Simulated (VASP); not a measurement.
Computed with PBEsol GGA, VASP's PBE PAW potentials (set 64) (plane waves; VASP).

The input files of a VASP run:

### KPOINTS
```
K-points
0
Gamma
9 9 9
```

**POSCAR**
```
ZnS
1
    0.0000000000     2.6821050073     2.6821050073
    2.6821050073     0.0000000000     2.6821050073
    2.6821050073     2.6821050073     0.0000000000
Zn S
1 1
Direct
  1.0000000000   1.0000000000   1.0000000000
  0.2500000000   0.2500000000   0.2500000000
```

**INCAR**
```
! general
SYSTEM  = ZnS
PREC    = Accurate
ENCUT   = 500
LREAL   = .FALSE.
LASPH   = .TRUE.

! electronic loop
EDIFF   = 1E-6
NELM    = 100
ALGO    = Normal
LMAXMIX = 4

! smearing
ISMEAR  = 0
SIGMA   = 0.05

! functional
GGA     = PS

! ions
IBRION  = 2
NSW     = 40
ISIF    = 3
EDIFFG  = -0.02

! output
LWAVE   = .FALSE.
LCHARG  = .FALSE.
```

POTCAR, in this order: Zn S (PBE.64 set). Program: vasp_std.

What VASP printed:

File OUTCAR:
```
 ion  position               nearest neighbor table
   1  0.000  0.000  0.000-   2 2.32   2 2.32   2 2.32   2 2.32
   2  0.250  0.250  0.250-   1 2.32   1 2.32   1 2.32   1 2.32
  LATTYP: Found a face centered cubic cell.
 ALAT       =     5.3642100146
 Subroutine PRICEL returns:
 Original cell was already a primitive cell.
 Subroutine GETGRP returns: Found 24 space group operations
The static configuration has the point symmetry T_d .
The dynamic configuration has the point symmetry T_d .
 Subroutine INISYM returns: Found 24 space group operations
 Subroutine IBZKPT returns following result:
 Found     35 irreducible k-points:

 Following reciprocal coordinates:
            Coordinates               Weight
  0.000000  0.000000  0.000000      1.000000
  0.111111  0.000000  0.000000      8.000000
  0.222222  0.000000  0.000000      8.000000
  0.333333  0.000000  0.000000      8.000000
  0.444444  0.000000  0.000000      8.000000
  0.111111  0.111111  0.000000      6.000000
  0.222222  0.111111  0.000000     24.000000
  0.333333  0.111111  0.000000     24.000000
  0.444444  0.111111  0.000000     24.000000
...
```

**OSZICAR**
```
       N       E                     dE             d eps       ncg     rms          rms(c)
DAV:   1     0.878139686580E+02    0.87814E+02   -0.90162E+03   910   0.163E+03
DAV:   2    -0.192821350492E+01   -0.89742E+02   -0.86209E+02   985   0.280E+02
DAV:   3    -0.792005821176E+01   -0.59918E+01   -0.59660E+01  1105   0.742E+01
DAV:   4    -0.799498193826E+01   -0.74924E-01   -0.74899E-01  1030   0.874E+00
DAV:   5    -0.799612681737E+01   -0.11449E-02   -0.11449E-02  1125   0.109E+00    0.719E+00
DAV:   6    -0.760648656490E+01    0.38964E+00   -0.10290E+00  1231   0.402E+01    0.556E+00
DAV:   7    -0.759197465097E+01    0.14512E-01   -0.35168E-01   965   0.620E+00    0.263E+00
DAV:   8    -0.758890284625E+01    0.30718E-02   -0.55362E-03  1065   0.728E-01    0.717E-01
DAV:   9    -0.758866009719E+01    0.24275E-03   -0.84537E-04  1071   0.368E-01    0.118E-01
DAV:  10    -0.758874408222E+01   -0.83985E-04   -0.19268E-04  1079   0.223E-01    0.759E-02
DAV:  11    -0.758874102184E+01    0.30604E-05   -0.60398E-05  1110   0.183E-01    0.931E-03
DAV:  12    -0.758874088829E+01    0.13354E-06   -0.21386E-06   804   0.269E-02
   1 F= -.75887409E+01 E0= -.75887409E+01  d E =-.758874E+01
```

OUTCAR:
```
------------------------ aborting loop because EDIFF is reached ----------------------------------------
  FORCE on cell =-STRESS in cart. coord.  units (eV):
  Direction    XX          YY          ZZ          XY          YZ          ZX
  --------------------------------------------------------------------------------------
  Total       -0.0271748     -0.0271748     -0.0271748     -0.0000000     -0.0000000     -0.0000000
  in kB       -1.1282882     -1.1282882     -1.1282882     -0.0000000     -0.0000000     -0.0000000
  external PRESSURE =      -1.1282882 kB  Pullay stress =       0.0000000 kB
  volume of cell :       38.59
      direct lattice vectors                 reciprocal lattice vectors
     0.000000000  2.682105007  2.682105007    -0.186420740  0.186420740  0.186420740
     2.682105007  0.000000000  2.682105007     0.186420740 -0.186420740  0.186420740
     2.682105007  2.682105007  0.000000000     0.186420740  0.186420740 -0.186420740
  FREE ENERGIE OF THE ION-ELECTRON SYSTEM (eV)
  ---------------------------------------------------
  free  energy   TOTEN  =        -7.5887408883 eV

  energy  without entropy=       -7.5887408883  energy(sigma->0) =       -7.58874089

 reached required accuracy - stopping structural energy minimisation
```
(Selected blocks of OUTCAR.)

The compound is ZnS in the zinc blende structure. It was relaxed first.
